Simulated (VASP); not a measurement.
OSZICAR of a VASP run on MoTe2 (2H layered):

OSZICAR:
```
       N       E                     dE             d eps       ncg     rms          rms(c)
DAV:   1     0.442182092244E+03    0.44218E+03   -0.27052E+04  2232   0.151E+03
DAV:   2    -0.136190998000E+02   -0.45580E+03   -0.44672E+03  2347   0.384E+02
DAV:   3    -0.405684981401E+02   -0.26949E+02   -0.26461E+02  2510   0.773E+01
DAV:   4    -0.411631295237E+02   -0.59463E+00   -0.59369E+00  2347   0.119E+01
DAV:   5    -0.411751510547E+02   -0.12022E-01   -0.12014E-01  2469   0.180E+00    0.303E+01
DAV:   6    -0.401739810010E+02    0.10012E+01   -0.28632E+00  2228   0.105E+01    0.122E+01
DAV:   7    -0.400289354577E+02    0.14505E+00   -0.17454E+00  2404   0.496E+00    0.411E+00
DAV:   8    -0.399475059195E+02    0.81430E-01   -0.75538E-01  2414   0.445E+00    0.350E+00
DAV:   9    -0.399518691827E+02   -0.43633E-02   -0.42672E-02  2402   0.943E-01    0.198E+00
DAV:  10    -0.399413424263E+02    0.10527E-01   -0.71718E-02  2400   0.152E+00    0.885E-01
DAV:  11    -0.399413221769E+02    0.20249E-04   -0.35274E-03  2418   0.338E-01    0.706E-01
DAV:  12    -0.399412897894E+02    0.32387E-04   -0.79563E-04  2394   0.138E-01    0.467E-01
DAV:  13    -0.399412277212E+02    0.62068E-04   -0.14495E-04  2424   0.668E-02    0.137E-01
DAV:  14    -0.399412248226E+02    0.28986E-05   -0.99753E-06  2256   0.146E-02    0.144E-01
DAV:  15    -0.399412230072E+02    0.18154E-05   -0.16890E-06  1567   0.803E-03    0.994E-02
DAV:  16    -0.399412201979E+02    0.28093E-05   -0.12147E-05  2144   0.158E-02    0.232E-02
DAV:  17    -0.399412201896E+02    0.82837E-08   -0.39037E-07  1314   0.354E-03
   1 F= -.18151995E+02 E0= -.18152135E+02  d E =-.181520E+02
       N       E                     dE             d eps       ncg     rms          rms(c)
DAV:   1    -0.500226537174E+02   -0.10081E+02   -0.39619E+02  2026   0.164E+02    0.699E+01
DAV:   2    -0.368072289549E+02    0.13215E+02   -0.71811E+01  2094   0.626E+01    0.155E+01
DAV:   3    -0.350718003653E+02    0.17354E+01   -0.94803E+00  2063   0.156E+01    0.772E+00
DAV:   4    -0.347884577006E+02    0.28334E+00   -0.13395E+00  2182   0.791E+00    0.622E+00
DAV:   5    -0.347282431228E+02    0.60215E-01   -0.32029E-01  2325   0.395E+00    0.578E+00
DAV:   6    -0.346985224695E+02    0.29721E-01   -0.29152E-01  2230   0.243E+00    0.705E-01
DAV:   7    -0.346959632853E+02    0.25592E-02   -0.62080E-02  2214   0.155E+00    0.114E+00
DAV:   8    -0.346959389178E+02    0.24367E-04   -0.55627E-03  2244   0.392E-01    0.429E-01
DAV:   9    -0.346956296553E+02    0.30926E-03   -0.12514E-03  2152   0.246E-01    0.144E-01
DAV:  10    -0.346956376343E+02   -0.79789E-05   -0.94922E-05  2406   0.567E-02    0.721E-02
DAV:  11    -0.346956221435E+02    0.15491E-04   -0.99362E-05  2348   0.612E-02    0.415E-02
DAV:  12    -0.346956209098E+02    0.12337E-05   -0.85378E-06  2236   0.193E-02    0.550E-03
DAV:  13    -0.346956209503E+02   -0.40436E-07   -0.38415E-07  1244   0.303E-03
   2 F= -.16539913E+02 E0= -.16539801E+02  d E =0.161208E+01
       N       E                     dE             d eps       ncg     rms          rms(c)
DAV:   1    -0.506565738108E+02   -0.15961E+02   -0.25763E+02  2051   0.134E+02    0.284E+01
DAV:   2    -0.462919889416E+02    0.43646E+01   -0.17668E+02  2340   0.796E+01    0.173E+01
DAV:   3    -0.392935101268E+02    0.69985E+01   -0.34698E+01  2167   0.269E+01    0.124E+01
DAV:   4    -0.393220141268E+02   -0.28504E-01   -0.24167E+00  2408   0.638E+00    0.727E+00
DAV:   5    -0.392252198435E+02    0.96794E-01   -0.25491E-01  2145   0.311E+00    0.350E+00
DAV:   6    -0.392130415975E+02    0.12178E-01   -0.10141E-01  2208   0.179E+00    0.125E+00
DAV:   7    -0.392148567399E+02   -0.18151E-02   -0.83869E-03  2405   0.474E-01    0.249E-01
DAV:   8    -0.392148307383E+02    0.26002E-04   -0.89341E-04  2251   0.165E-01    0.141E-01
DAV:   9    -0.392147763240E+02    0.54414E-04   -0.22929E-04  2387   0.711E-02    0.103E-01
DAV:  10    -0.392147821515E+02   -0.58275E-05   -0.24824E-05  2394   0.300E-02    0.723E-02
DAV:  11    -0.392147728929E+02    0.92585E-05   -0.28630E-05  2309   0.267E-02    0.485E-02
DAV:  12    -0.392147727488E+02    0.14419E-06   -0.22449E-06  1504   0.649E-03
   3 F= -.18316965E+02 E0= -.18317225E+02  d E =-.164970E+00
       N       E                     dE             d eps       ncg     rms          rms(c)
DAV:   1    -0.391703922592E+02    0.44381E-01   -0.66539E-02  2040   0.212E+00    0.671E-01
DAV:   2    -0.391684723688E+02    0.19199E-02   -0.24829E-02  2196   0.982E-01    0.243E-01
DAV:   3    -0.391677141530E+02    0.75822E-03   -0.64289E-03  2123   0.359E-01    0.181E-01
DAV:   4    -0.391676568220E+02    0.57331E-04   -0.33734E-04  2152   0.108E-01    0.436E-02
DAV:   5    -0.391676312157E+02    0.25606E-04   -0.19258E-04  2370   0.840E-02    0.482E-02
DAV:   6    -0.391676272158E+02    0.39999E-05   -0.50948E-05  2301   0.312E-02    0.104E-02
DAV:   7    -0.391676269762E+02    0.23956E-06   -0.22882E-06  1530   0.947E-03
   4 F= -.18317573E+02 E0= -.18317833E+02  d E =-.165578E+00
       N       E                     dE             d eps       ncg     rms          rms(c)
DAV:   1    -0.390795168753E+02    0.88110E-01   -0.40778E+00  2147   0.142E+01    0.244E+00
DAV:   2    -0.390048917332E+02    0.74625E-01   -0.47929E-01  2215   0.461E+00    0.155E+00
DAV:   3    -0.389862211375E+02    0.18671E-01   -0.82143E-02  2415   0.131E+00    0.739E-01
DAV:   4    -0.389824660723E+02    0.37551E-02   -0.11836E-02  2159   0.692E-01    0.723E-01
DAV:   5    -0.389825067686E+02   -0.40696E-04   -0.55220E-03  2452   0.439E-01    0.631E-01
DAV:   6    -0.389815671988E+02    0.93957E-03   -0.77743E-03  2288   0.415E-01    0.801E-02
DAV:   7    -0.389815540314E+02    0.13167E-04   -0.42512E-04  2232   0.111E-01    0.155E-01
DAV:   8    -0.389815489927E+02    0.50387E-05   -0.28830E-05  2055   0.258E-02    0.737E-02
DAV:   9    -0.389815431924E+02    0.58003E-05   -0.22880E-05  1973   0.189E-02    0.502E-02
DAV:  10    -0.389815434133E+02   -0.22088E-06   -0.99891E-07  1160   0.529E-03
   5 F= -.18358076E+02 E0= -.18358145E+02  d E =-.405035E-01
       N       E                     dE             d eps       ncg     rms          rms(c)
DAV:   1    -0.389771704172E+02    0.43728E-02   -0.15734E-03  2147   0.278E-01    0.499E-02
DAV:   2    -0.389771420464E+02    0.28371E-04   -0.21970E-04  2320   0.972E-02    0.405E-02
DAV:   3    -0.389771336565E+02    0.83899E-05   -0.37753E-05  2155   0.280E-02    0.142E-02
DAV:   4    -0.389771321433E+02    0.15132E-05   -0.57373E-06  2148   0.158E-02    0.174E-02
DAV:   5    -0.389771322295E+02   -0.86173E-07   -0.13634E-06  1260   0.748E-03
   6 F= -.18358091E+02 E0= -.18358155E+02  d E =-.405183E-01
       N       E                     dE             d eps       ncg     rms          rms(c)
DAV:   1    -0.389603581079E+02    0.16774E-01   -0.15879E-01  1998   0.277E+00    0.475E-01
DAV:   2    -0.389580735506E+02    0.22846E-02   -0.23507E-02  2369   0.849E-01    0.371E-01
DAV:   3    -0.389572073420E+02    0.86621E-03   -0.34198E-03  2310   0.302E-01    0.982E-02
DAV:   4    -0.389569934204E+02    0.21392E-03   -0.85968E-04  2357   0.164E-01    0.680E-02
DAV:   5    -0.389569764131E+02    0.17007E-04   -0.92489E-05  2395   0.554E-02    0.690E-02
DAV:   6    -0.389569757111E+02    0.70202E-06   -0.68518E-06  2074   0.132E-02
   7 F= -.18359064E+02 E0= -.18359055E+02  d E =-.972860E-03
```

Task: Which electronic solver shows in the log?

Result: It is blocked Davidson (ALGO = Normal, or the opening steps of other solvers). The INCAR had ALGO = Normal.

Task: Can the final energy be trusted as converged?

Result: The calculation finished and met its thresholds. It stopped with EDIFF = 1E-6, NELM = 100, NSW = 40 and EDIFFG = -0.02 after 7 ionic steps (LDA (Ceperley-Alder, Perdew-Zunger), plane waves, VASP's LDA PAW potentials (set 64)). Energy and stress use the plane-wave basis of the starting cell.

The compound is MoTe2 in the 2H layered structure. This run relaxes it under an external pressure of 30 GPa. Symmetry was kept, so distortions that lower it aren't found.
